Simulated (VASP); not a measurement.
These are revTPSS meta-GGA, VASP's PBE PAW potentials (set 64) (plane waves; VASP 6.6.1) values and carry that method's errors.

VASP ran on this input.

### KPOINTS
```
Regular mesh
0
G
10 10 10
0 0 0
```

File POSCAR:
```
Ba
4.32220
 -0.5773502761   0.5773502761   0.5773502761
  0.5773502761  -0.5773502761   0.5773502761
  0.5773502761   0.5773502761  -0.5773502761
Ba
1
Cartesian
  0.0000000000   0.0000000000   0.0000000000
```

INCAR:
```
SYSTEM = Ba
LREAL = F   ! projection in real space or not
METAGGA = RTPSS
ENCUT = 520   ! plane-wave cut-off (eV)
ALGO = Normal   ! blocked Davidson
LCHARG = F
PREC = Accurate
LMIXTAU = T
LASPH = T   ! aspherical one-centre terms
EDIFF = 1E-7
SIGMA = 0.1   ! width (eV)
LMAXMIX = 4
NELM = 100   ! most electronic steps
ISIF = 2
ISMEAR = 1   ! Methfessel-Paxton
LWAVE = F
```

POTCAR, in this order: Ba_sv (PBE.64 set). Program: vasp_std.

Output of the run:

File OSZICAR:
```
       N       E                     dE             d eps       ncg     rms          rms(c)
DAV:   1     0.399560095494E+03    0.39956E+03   -0.11093E+04   846   0.198E+04
DAV:   2     0.204208653582E+03   -0.19535E+03   -0.19366E+03  1692   0.310E+03
DAV:   3     0.136651473131E+03   -0.67557E+02   -0.66970E+02  1692   0.240E+03
DAV:   4     0.101828925810E+03   -0.34823E+02   -0.34439E+02  1692   0.140E+03
DAV:   5     0.778697627293E+02   -0.23959E+02   -0.23673E+02  1692   0.128E+03    0.179E+01
DAV:   6     0.208914009724E+02   -0.56978E+02   -0.66151E+02   923   0.178E+02    0.560E+00
DAV:   7     0.186144285474E+02   -0.22770E+01   -0.33448E+01  1039   0.546E+01    0.588E+00
DAV:   8     0.192657359965E+02    0.65131E+00   -0.11213E+00  1164   0.842E+00    0.468E+00
DAV:   9     0.201943913943E+02    0.92866E+00   -0.14730E+00  1051   0.839E+00    0.194E+00
DAV:  10     0.203927821066E+02    0.19839E+00   -0.23510E+03   846   0.468E+04    0.150E+00
DAV:  11     0.203304210462E+02   -0.62361E-01   -0.75308E-01   847   0.115E+01    0.116E+00
DAV:  12     0.204589915872E+02    0.12857E+00   -0.41050E-01   860   0.951E+00    0.316E-01
DAV:  13     0.203812117861E+02   -0.77780E-01   -0.17164E-01   887   0.665E+00    0.875E-01
DAV:  14     0.203832014028E+02    0.19896E-02   -0.11620E-02  1435   0.108E+00    0.309E-01
DAV:  15     0.203797387310E+02   -0.34627E-02   -0.18320E-02   950   0.103E+00    0.152E-01
DAV:  16     0.203796748302E+02   -0.63901E-04   -0.94946E-04   972   0.333E-01    0.143E-01
DAV:  17     0.203782638100E+02   -0.14110E-02   -0.42514E-04  1031   0.173E-01    0.173E-01
DAV:  18     0.203782292256E+02   -0.34584E-04   -0.25483E-03   899   0.412E-01    0.721E-02
DAV:  19     0.203781402983E+02   -0.88927E-04   -0.60490E-05  1082   0.641E-02    0.735E-02
DAV:  20     0.203780663628E+02   -0.73936E-04   -0.23218E-04   875   0.167E-01    0.440E-02
DAV:  21     0.203781920452E+02    0.12568E-03   -0.29426E-04  1021   0.130E-01    0.172E-02
DAV:  22     0.203781644731E+02   -0.27572E-04   -0.95665E-05   931   0.904E-02    0.986E-03
DAV:  23     0.203781634231E+02   -0.10500E-05   -0.99396E-06   887   0.452E-02    0.799E-03
DAV:  24     0.203781688291E+02    0.54060E-05   -0.96753E-06   856   0.490E-02    0.448E-03
DAV:  25     0.203781552229E+02   -0.13606E-04   -0.68514E-06   870   0.353E-02    0.149E-03
DAV:  26     0.203781531388E+02   -0.20841E-05   -0.15642E-06   887   0.138E-02    0.160E-03
DAV:  27     0.203781537011E+02    0.56230E-06   -0.37262E-07   986   0.688E-03    0.594E-04
DAV:  28     0.203781537769E+02    0.75842E-07   -0.73807E-08   850   0.378E-03
   1 F= 0.20378154E+02 E0= 0.20378374E+02  d E =-.659375E-03
```

**OUTCAR**
```
------------------------ aborting loop because EDIFF is reached ----------------------------------------
  FORCE on cell =-STRESS in cart. coord.  units (eV):
  Direction    XX          YY          ZZ          XY          YZ          ZX
  --------------------------------------------------------------------------------------
  Total       -0.0087200     -0.0087200     -0.0087200     -0.0000000      0.0000000     -0.0000000
  in kB       -0.2247683     -0.2247683     -0.2247683     -0.0000000      0.0000000     -0.0000000
  external PRESSURE =      -0.2247683 kB  Pullay stress =       0.0000000 kB
  volume of cell :       62.16
      direct lattice vectors                 reciprocal lattice vectors
    -2.495423363  2.495423363  2.495423363     0.000000000  0.200366802  0.200366802
     2.495423363 -2.495423363  2.495423363     0.200366802  0.000000000  0.200366802
     2.495423363  2.495423363 -2.495423363     0.200366802  0.200366802  0.000000000
 POSITION                                       TOTAL-FORCE (eV/Angst)
 -----------------------------------------------------------------------------------
      0.00000      0.00000      0.00000        -0.000000      0.000000     -0.000000
 -----------------------------------------------------------------------------------
    total drift:                               -0.000000      0.000000      0.000000
  FREE ENERGIE OF THE ION-ELECTRON SYSTEM (eV)
  ---------------------------------------------------
  free  energy   TOTEN  =        20.3781537769 eV

  energy  without entropy=       20.3788131514  energy(sigma->0) =       20.37837357
```
(Selected blocks of OUTCAR.)

The compound is Ba in the bcc structure. It was relaxed first.
